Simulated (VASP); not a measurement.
Here is the system:

```xyz
1
Lattice="-2.1106 2.1106 2.1106 2.1106 -2.1106 2.1106 2.1106 2.1106 -2.1106" Properties=species:S:1:pos:R:3 pbc="T T T"
Na     0.0000     0.0000     0.0000
```

The numbers are results of r2SCAN+rVV10, VASP's PBE PAW potentials (set 64) (plane waves; VASP), not measurements. Numerical set-up: 520 eV cut-off, 14×14×14 Γ-centred mesh, tetrahedra with Blöchl corrections, potentials Na_pv.

Question: What does the run give for the energy per atom (σ→0), band gap (over mesh and band path) with the smallest direct gap where there is one?

Answer: 
- band gap (over mesh and band path) = none (metal, semimetal or under 0.01 eV)
- energy per atom (σ→0) = -3278 meV/atom

The compound is Na in the bcc structure. It was relaxed first.
